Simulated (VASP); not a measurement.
**InBiP2: structure and properties in VASP**

What structure does InBiP2 take at this level, and what are its properties? The steps: rough relaxation of the start cell, full relaxation (PBE + D3), single point with fields (PBE + D3), bands along the symmetry lines (PBE + D3), density of states (PBE + D3), electric field gradients (PBE + D3) and core levels (PBE + D3). The cell is invented: it takes the structure of a Materials Project entry for InBi3 (space group 21 there), with some of its atoms replaced by other elements, volume scaled by an estimate. It may not be a known or stable phase.

Program: VASP 6.6.1. Level of theory: PBE with D3; plane waves and PAW (Bi_d, In_d, P); invented cell. Results are calculated unless marked as measured.

Report form: the programs' logs are mostly left out.

## 1. Starting point

Before any relaxation, the start is as follows. It takes space group C222 (No. 21, orthorhombic). Conventional cell: a = 2.991 Å, b = 7.966 Å, c = 7.821 Å, α = 90.00°, β = 90.00°, γ = 90.00°. Bi has 4 P at 2.95 Å and 2 Bi at 2.99 Å nearest. In has 4 P at 2.83 Å and 2 In at 2.99 Å nearest. Nearest to P lie 2 In at 2.83 Å and 2 Bi at 2.95 Å. It derives from InBi3. it takes the structure of a Materials Project entry for InBi3 (space group 21 there), with some of its atoms replaced by other elements, volume scaled by an estimate. Farther neighbours are not listed.

## 2. Rough relaxation of the start cell

The start is only an estimate, so a cheap relaxation brings it near a minimum before any careful run. PBE, the usual starting point, adds the gradient of the density. A dispersion term adds the long-range attraction that semilocal functionals lack. D3 makes the C6 coefficients depend on coordination; zero damping switches the term off at short range.

Contents of INCAR:

```
SYSTEM = InBiP2
PREC = Normal
ENCUT = 400
EDIFF = 1E-05
NELM = 60
ISMEAR = 0
SIGMA = 0.05
LREAL = .FALSE.
ALGO = Fast
GGA = PE
IVDW = 11
NBANDS = 25
LORBIT = 11
LWAVE = .FALSE.
LCHARG = .FALSE.
KPAR = 2
IBRION = 2
NSW = 40
ISIF = 3
EDIFFG = -0.04
```

Contents of POSCAR:

```
InBiP2
1.0
    1.4955880000     -3.9829930000      0.0000000000
    1.4955880000      3.9829930000      0.0000000000
    0.0000000000      0.0000000000      7.8210990000
Bi In P
1 1 2
Direct
    0.0000000000      0.0000000000      0.5000000000
    0.5000000000      0.5000000000      0.0000000000
    0.0000000000      0.5000000000      0.7605500100
    0.5000000000      0.0000000000      0.2394499900
```

Contents of KPOINTS:

```
Automatic mesh
0
Gamma
6 6 2
0 0 0
```

The projector-augmented-wave data sets are Bi_d, In_d and P (PBE family, release 64).

Run with:

```bash
mpirun -np 2 vasp_std
```

Wall time 3.8 min (2 MPI ranks of AMD EPYC 7R43, shared host); peak memory 0.36 GiB.

The k-mesh is coarse for a metal. This relaxation is a rough one on cheap settings, only to bring the start near its minimum. The run keeps the 4 symmetry operations of its start, so it cannot find a distortion of lower symmetry.

Step by step:

```
step  energy less that of the first step (eV)  largest force (eV/Å)  pressure (GPa)  volume (Å³)
   1                                   0.0000                0.1872           -1.32        93.18
   2                                  -0.0311                0.1651            0.36        90.61
   3                                  -0.0461                0.1161            3.45        86.54
   4                                  -0.0490                0.1285            1.91        88.26
   5                                  -0.0503                0.1250            2.41        87.65
   6                                  -0.0597                0.1219            2.60        87.32
   7                                  -0.0771                0.1097            3.71        86.28
   8                                  -0.0558                0.0671            6.23        84.17
   9                                  -0.0792                0.0995            4.42        85.62
  10                                  -0.1075                0.0882            3.84        86.31
  11                                  -0.1652                0.0544            1.97        88.35
  12                                  -0.2039                0.0824           -0.88        92.41
  13                                  -0.2042                0.0735           -0.74        92.11
  14                                  -0.2145                0.0854           -0.51        92.16
  15                                  -0.2242                0.0956           -0.10        92.23
  16                                  -0.2246                0.0981           -0.06        92.24
  17                                  -0.2279                0.0818            0.00        92.17
  18                                  -0.2306                0.0480            0.03        92.02
  19                                  -0.2306                0.0507            0.04        92.03
  20                                  -0.2308                0.0339            0.02        92.08
```

```
     cell as run  before   after  change
           a (Å)   4.255   4.048  -4.9 %
           b (Å)   4.255   4.048  -4.9 %
           c (Å)   7.821   7.400  -5.4 %
           γ (°)  138.84  130.59  -5.9 %
volume (Å³/atom)   23.29   23.02  -1.2 %
```

The atoms that moved most (Å, as changes of fractional coordinates times the final cell):

```
atom     dx     dy      dz  length
  P4  0.000  0.000  -0.059   0.059
  P3  0.000  0.000   0.059   0.059
```

The relaxed structure:

```xyz
4
Lattice="1.6918 -3.6772 0.0000 1.6918 3.6772 0.0000 0.0000 0.0000 7.4004" Properties=species:S:1:pos:R:3 pbc="T T T"
Bi    0.0000    0.0000    3.7002
In    1.6918    0.0000    0.0000
P     0.8459    1.8386    5.6870
P     0.8459   -1.8386    1.7134
```

Numbers from this step:

```yaml
electrons: 38
bands: 25
irreducible_k_points: 26
symmetry_operations: 4
free_energy_toten: -17.11 eV
energy_at_zero_smearing: -17.11 eV
fermi_energy: 7.354 eV
pressure: 0.01854 GPa
metallic: yes
scf_cycles_over_all_ionic_steps: 144
```

It ends with a largest force of 0.034 eV/Å and a pressure of 0.02 GPa.

## 3. Full relaxation (PBE + D3)

Properties are meant for the cell that this level of theory prefers, so cell and atoms are relaxed first (ISIF = 3) until forces and stress are small; EDIFFG sets the threshold.

Contents of INCAR:

```
SYSTEM = InBiP2
PREC = Accurate
ENCUT = 400
EDIFF = 1E-06
NELM = 100
ISMEAR = 0
SIGMA = 0.05
LREAL = .FALSE.
ALGO = Normal
GGA = PE
IVDW = 11
NBANDS = 25
LORBIT = 11
LWAVE = .FALSE.
LCHARG = .FALSE.
KPAR = 2
IBRION = 2
NSW = 60
ISIF = 3
EDIFFG = -0.01
```

Contents of POSCAR:

```
InBiP2
1.0
    1.6917962004     -3.6772149844      0.0000000000
    1.6917962004      3.6772149844      0.0000000000
    0.0000000000      0.0000000000      7.4003722946
Bi In P
1 1 2
Direct
    0.0000000000      0.0000000000      0.5000000000
    0.5000000000      0.5000000000      0.0000000000
    0.0000000000      0.5000000000      0.7684729826
    0.5000000000      0.0000000000      0.2315270174
```

Contents of KPOINTS:

```
Automatic mesh
0
Gamma
9 9 4
0 0 0
```

Run with:

```bash
mpirun -np 2 vasp_std
```

The job ended after 3.1 min (2 MPI ranks; peak memory 0.52 GiB).

The steps of the relaxation:

```
step  energy less that of the first step (eV)  largest force (eV/Å)  pressure (GPa)  volume (Å³)
   1                                   0.0000                0.0384            0.22        92.08
   2                                  -0.0003                0.0239           -0.08        92.51
   3                                  -0.0004                0.0260           -0.06        92.45
   4                                  -0.0004                0.0144           -0.03        92.41
   5                                  -0.0005                0.0038            0.00        92.38
```

```
conventional cell, symmetrised  before  after  change
                         a (Å)   3.384  3.387  +0.1 %
                         b (Å)   7.354  7.374  +0.3 %
                         c (Å)   7.400  7.397  -0.1 %
              volume (Å³/atom)   23.02  23.09  +0.3 %
```

The relaxed structure:

```xyz
4
Lattice="1.6936 -3.6872 0.0000 1.6936 3.6872 0.0000 0.0000 0.0000 7.3966" Properties=species:S:1:pos:R:3 pbc="T T T"
Bi    0.0000    0.0000    3.6983
In    1.6936    0.0000    0.0000
P     0.8468    1.8436    5.6886
P     0.8468   -1.8436    1.7080
```

Numbers from this step:

- irreducible k-points: 75
- free energy (TOTEN): -17.09 eV
- energy at zero smearing: -17.09 eV
- Fermi energy: 7.297 eV
- pressure: -0.004054 GPa
- SCF cycles over all ionic steps: 35

It ends with a largest force of 0.004 eV/Å and a pressure of 0.00 GPa.

## 4. Single point with fields (PBE + D3)

The relaxed cell gets a fresh self-consistent run, on a basis set for its own volume, to fix the density and to check the remaining stress.

Edit INCAR of step 3 so:

```diff
@@ -14,7 +14,5 @@
 LWAVE = .FALSE.
-LCHARG = .FALSE.
-KPAR = 2
-IBRION = 2
-NSW = 60
-ISIF = 3
-EDIFFG = -0.01
+LCHARG = .TRUE.
+ISIF = 2
+LELF = .TRUE.
+LVHAR = .TRUE.
```

Contents of POSCAR:

```
InBiP2
1.0
    1.6936058669     -3.6872047485      0.0000000000
    1.6936058669      3.6872047485      0.0000000000
    0.0000000000      0.0000000000      7.3965723322
Bi In P
1 1 2
Direct
    0.0000000000      0.0000000000      0.5000000000
    0.5000000000      0.5000000000      0.0000000000
    0.0000000000      0.5000000000      0.7690835392
    0.5000000000      0.0000000000      0.2309164608
```

KPOINTS is that of step 3.

Run with:

```bash
mpirun -np 2 vasp_std
```

The job ended after 70 s (2 MPI ranks; peak memory 0.38 GiB).

Numbers from this step:

```
SCF cycles : 12
bands      : 26
pressure   : 0.001388 GPa
```

Valence electrons inside each PAW sphere by angular momentum. Sphere charges, by row:

```
atom  s (e)  p (e)  d (e)  tot (e)
 Bi1  1.573  1.191  9.952    12.72
 In2  0.866  0.628  9.892    11.39
  P3  1.097  1.334      0    2.431
  P4  1.097  1.334      0    2.431
```

Valence density in the ac plane of the cell as run, not the conventional one, at fractional y = 0.000, with atoms of Bi and P within 0.2 Å of it. It is the smooth field of the valence electrons, not physical close to the nuclei.

Ten steps, logarithmic in the rise over the least value, from '0' (-0.13 × 1e0 e/Å³) to '9' (9.86 × 1e0 e/Å³), each cell a mean:
```
22222222222222
22222222222222
22222222222222
22222222222222
22222222222222
22222222222222
22222222222222
33322222222233
44332222222344
76543222223467
98653222223578
99753222224689
99753222234589
87543333333467
55433333333445
33333444443333
22334444444332
22334431444322
22234420344322
22234444444322
22233444443322
22223333333222
22222233322222
22222222222222
```
Columns run along a (4.1 Å), rows up along c (7.4 Å). Atoms in or near the plane, at fractional coordinates: Bi at (0.00, 0.50), P at (0.50, 0.23).

Electrostatic potential energy in the ac plane of the cell as run, not the conventional one, at fractional y = 0.000, with atoms of Bi and P within 0.2 Å of it. With pseudopotentials it is smooth inside the atoms' cores, unlike the true potential.

Ten even steps from '_' (-89 eV) to '@' (3 eV), each cell a mean:
```
@@@@@@@@@@@@@@@@@@@@@@@@@@@@
@@@@@@@@@@@@@@@@@@@@@@@@@@@@
@@@@@@@@@@@@@@@@@@@@@@@@@@@@
@@@@@@@@@@@@@@@@@@@@@@@@@@@@
@@@@@@@@@@@@@@@@@@@@@@@@@@@@
@@@@@@@@@@@@@@@@@@@@@@@@@@@@
@@@@@@@@@@@@@@@@@@@@@@@@@@@@
@@@@@@@@@@@@@@@@@@@@@@@@@@@@
####%%@@@@@@@@@@@@@@@@@@%%##
::--**%%@@@@@@@@@@@@@@%%++--
____--##@@@@@@@@@@@@%%**::__
____::**@@@@@@@@@@@@%%++____
____::**@@@@@@@@@@@@%%++..__
..::++%%@@@@@@@@@@@@@@##==..
++**%%@@@@@@@@@@@@@@@@%%##++
%%@@@@@@@@%%####%%%%@@@@@@@@
@@@@@@@@%%**--::==##@@@@@@@@
@@@@@@@@##--____..==%%@@@@@@
@@@@@@@@##--______==%%@@@@@@
@@@@@@@@%%++::..--**@@@@@@@@
@@@@@@@@@@%%****##%%@@@@@@@@
@@@@@@@@@@@@@@@@@@@@@@@@@@@@
@@@@@@@@@@@@@@@@@@@@@@@@@@@@
@@@@@@@@@@@@@@@@@@@@@@@@@@@@
```
Columns run along a (4.1 Å; values clipped at the 3rd and 97th percentile), rows up along c (7.4 Å). Atoms in or near the plane, at fractional coordinates: Bi at (0.00, 0.50), P at (0.50, 0.23).

ELF in the ac plane of the cell as run, not the conventional one, at fractional y = 0.000, with atoms of Bi and P within 0.2 Å of it. It is the smooth field of the valence electrons, not physical close to the nuclei.

Values, 24 rows by 14 columns, each cell a mean:
```
0.18 0.18 0.17 0.15 0.12 0.10 0.08 0.08 0.09 0.10 0.13 0.16 0.18 0.18
0.16 0.16 0.14 0.12 0.10 0.09 0.08 0.08 0.08 0.09 0.11 0.13 0.15 0.16
0.13 0.13 0.12 0.12 0.12 0.12 0.12 0.12 0.12 0.12 0.12 0.12 0.12 0.13
0.10 0.10 0.13 0.15 0.18 0.18 0.17 0.16 0.17 0.18 0.17 0.15 0.12 0.10
0.08 0.10 0.15 0.21 0.25 0.24 0.21 0.21 0.22 0.24 0.24 0.19 0.13 0.09
0.09 0.11 0.18 0.25 0.29 0.27 0.23 0.22 0.24 0.28 0.28 0.23 0.15 0.10
0.16 0.17 0.21 0.25 0.28 0.26 0.21 0.20 0.23 0.27 0.28 0.24 0.19 0.17
0.31 0.29 0.27 0.26 0.25 0.22 0.17 0.16 0.19 0.22 0.25 0.27 0.28 0.30
0.50 0.48 0.39 0.31 0.24 0.18 0.13 0.11 0.14 0.19 0.27 0.33 0.43 0.49
0.42 0.48 0.54 0.44 0.28 0.18 0.09 0.08 0.12 0.21 0.34 0.47 0.53 0.46
0.24 0.29 0.50 0.52 0.33 0.20 0.08 0.06 0.12 0.24 0.41 0.54 0.42 0.27
0.60 0.26 0.41 0.53 0.36 0.22 0.10 0.08 0.14 0.26 0.44 0.53 0.31 0.32
0.34 0.25 0.45 0.52 0.34 0.25 0.18 0.17 0.20 0.27 0.42 0.53 0.35 0.26
0.35 0.43 0.53 0.45 0.35 0.37 0.43 0.45 0.41 0.36 0.37 0.49 0.51 0.40
0.52 0.52 0.45 0.38 0.48 0.61 0.71 0.72 0.68 0.58 0.42 0.39 0.49 0.52
0.37 0.34 0.35 0.48 0.71 0.82 0.83 0.83 0.83 0.80 0.62 0.43 0.33 0.35
0.21 0.23 0.38 0.62 0.82 0.84 0.74 0.70 0.79 0.84 0.76 0.56 0.30 0.22
0.11 0.17 0.44 0.70 0.82 0.76 0.47 0.35 0.60 0.79 0.80 0.65 0.31 0.15
0.08 0.16 0.46 0.71 0.81 0.72 0.40 0.28 0.54 0.76 0.80 0.66 0.32 0.13
0.09 0.16 0.44 0.68 0.81 0.79 0.63 0.57 0.70 0.80 0.78 0.63 0.31 0.14
0.12 0.17 0.36 0.58 0.76 0.80 0.78 0.77 0.80 0.80 0.70 0.52 0.27 0.15
0.16 0.19 0.29 0.43 0.60 0.69 0.73 0.73 0.72 0.67 0.54 0.39 0.24 0.18
0.18 0.20 0.24 0.28 0.35 0.40 0.44 0.45 0.43 0.39 0.32 0.27 0.22 0.19
0.19 0.20 0.20 0.20 0.20 0.20 0.19 0.19 0.19 0.20 0.20 0.20 0.20 0.19
```
Columns run along a (4.1 Å), rows up along c (7.4 Å). Atoms in or near the plane, at fractional coordinates: Bi at (0.00, 0.50), P at (0.50, 0.23).

In this run the pressure is 0.00 GPa, small enough to go on.

## 5. Bands along the symmetry lines (PBE + D3)

Levels along the symmetry lines show where the bands peak and cross; KPOINTS_OPT computes them in the converged potential.

Contents of INCAR:

```
SYSTEM = InBiP2
PREC = Accurate
ENCUT = 400
EDIFF = 1E-06
NELM = 100
ISMEAR = 0
SIGMA = 0.05
LREAL = .FALSE.
ALGO = Normal
GGA = PE
IVDW = 11
NBANDS = 33
LORBIT = 11
LWAVE = .FALSE.
LCHARG = .FALSE.
KPAR = 2
```

POSCAR is that of step 4.

KPOINTS is that of step 4.

Contents of KPOINTS_OPT:

```
Line mode
16
Line-mode
Reciprocal
  0.00000000   0.00000000   0.00000000 GAMMA
  0.30274365   0.30274365   0.00000000 X

  0.30274365   0.30274365   0.00000000 X
  0.00000000   0.50000000   0.00000000 S

  0.00000000   0.50000000   0.00000000 S
  0.00000000   0.50000000   0.50000000 R

  0.00000000   0.50000000   0.50000000 R
  0.30274365   0.30274365   0.50000000 A

  0.30274365   0.30274365   0.50000000 A
  0.00000000   0.00000000   0.50000000 Z

  0.00000000   0.00000000   0.50000000 Z
  0.00000000   0.00000000   0.00000000 GAMMA

  0.00000000   0.00000000   0.00000000 GAMMA
 -0.50000000   0.50000000   0.00000000 Y

 -0.50000000   0.50000000   0.00000000 Y
 -0.30274365   0.69725635   0.00000000 X1

 -0.30274365   0.69725635   0.00000000 X1
 -0.30274365   0.69725635   0.50000000 A1

 -0.30274365   0.69725635   0.50000000 A1
 -0.50000000   0.50000000   0.50000000 T

 -0.50000000   0.50000000   0.50000000 T
 -0.50000000   0.50000000   0.00000000 Y

  0.00000000   0.00000000   0.50000000 Z
 -0.50000000   0.50000000   0.50000000 T
```

Run with:

```bash
mpirun -np 2 vasp_std
```

The job ended after 3.6 min (2 MPI ranks; peak memory 0.64 GiB; 7.1 min of CPU time).

Spin-orbit coupling is off here; with elements this heavy it splits and shifts levels by tenths of an eV or more.

Numbers from this step:

```
bands    : 33
pressure : 0.004373 GPa
```

The electronic bands at the labelled points (eV, zero at the Fermi level; # counts the bands kept):

```
          point     #4     #5     #6     #7     #8     #9   #10   #11
              Γ  -2.34  -0.70   0.31   1.60   1.65   2.36  2.38  4.06
0.47 of the way  -2.27  -2.09  -1.98  -0.71   0.64   2.44  2.67  2.82
              X  -3.71  -3.58  -3.46  -3.30   1.02   2.88  2.94  3.26
0.53 of the way  -4.25  -3.26  -2.45  -1.77   0.09   1.48  2.03  2.96
              S  -4.44  -2.45  -1.88  -0.72  -0.33   0.21  1.15  2.93
0.47 of the way  -3.72  -2.42  -2.02  -1.38  -0.98   1.14  1.83  2.31
              R  -2.77  -2.63  -2.56  -1.86  -1.52   1.69  1.98  2.74
0.47 of the way  -3.82  -2.33  -2.06  -1.74  -0.92   0.98  1.77  2.75
              A  -4.64  -2.00  -1.83  -1.23  -0.75  -0.06  0.88  4.11
0.47 of the way  -2.87  -2.05  -1.60  -0.31   0.26   0.86  1.70  3.12
              Z  -1.63  -0.49   0.09   1.02   1.17   3.05  3.70  3.93
0.53 of the way  -1.53  -1.08   0.61   0.96   1.47   2.60  3.07  4.10
              Γ  -2.34  -0.70   0.31   1.60   1.65   2.36  2.38  4.06
0.47 of the way  -2.57  -1.78  -0.33   0.93   1.18   3.08  3.53  4.08
              Y  -5.35  -0.72   0.34   0.59   1.27   2.36  2.41  2.49
0.47 of the way  -4.95  -1.85  -1.39  -1.27   1.85   1.99  2.69  3.00
             X1  -3.71  -3.58  -3.46  -3.30   1.02   2.88  2.94  3.26
0.53 of the way  -4.42  -2.95  -2.46  -2.09   0.08   1.15  1.71  3.91
             A1  -4.64  -2.00  -1.83  -1.23  -0.75  -0.06  0.88  4.11
0.53 of the way  -3.54  -2.67  -2.19  -0.99  -0.44   1.68  2.79  5.70
              T  -3.35  -3.07  -2.21   0.87   0.90   2.62  3.61  4.57
0.47 of the way  -4.30  -2.04  -0.80   0.70   1.20   2.44  2.70  4.75
              Y  -5.35  -0.72   0.34   0.59   1.27   2.36  2.41  2.49
      jump to Z  -1.63  -0.49   0.09   1.02   1.17   3.05  3.70  3.93
0.47 of the way  -3.96  -0.64   0.20   1.08   1.48   3.02  3.17  3.83
              T  -3.35  -3.07  -2.21   0.87   0.90   2.62  3.61  4.57
```

Of the projections kept (Bi, In, P), the largest for each band there; the rest of the weight can lie on other orbitals:

```
point       #4       #5       #6      #7       #8       #9      #10      #11
    Γ   P 0.58   P 0.81   P 0.61  P 0.97   P 0.43  Bi 0.51   P 0.50  Bi 0.59
    X   P 0.50  Bi 0.49   P 0.63  P 0.48   P 0.63  Bi 0.52   P 0.59  Bi 0.62
    S  Bi 0.45   P 0.53   P 0.72  P 0.66   P 0.49  Bi 0.45  In 0.56  Bi 0.54
    R   P 0.56   P 0.51  Bi 0.62  P 0.62   P 0.65  Bi 0.62  Bi 0.65  In 0.42
    A   P 0.50   P 0.63   P 0.72  P 0.66  Bi 0.44  Bi 0.50  In 0.47   P 0.50
    Z   P 0.71   P 0.64   P 0.39  P 0.92   P 0.86  Bi 0.54  Bi 0.86   P 0.54
```

There is no gap at this level.

[end of part 1 of 2]

[Lines on the potential files, build, host, timing and source positions are cut from VASP's logs without a mark.]

[Logs are printed without paths, hosts, clocks, repeated set-up lines and the standing remarks that a program may print on its own settings, such as how far it seeks lower states.]

[Hosts, paths, dates, database ids (printed as entryN), source tags and the programs' standing remarks are cut or masked in the printed files.]

[A measured line is paired with the nearest computed mode of its activity, which favours agreement.]
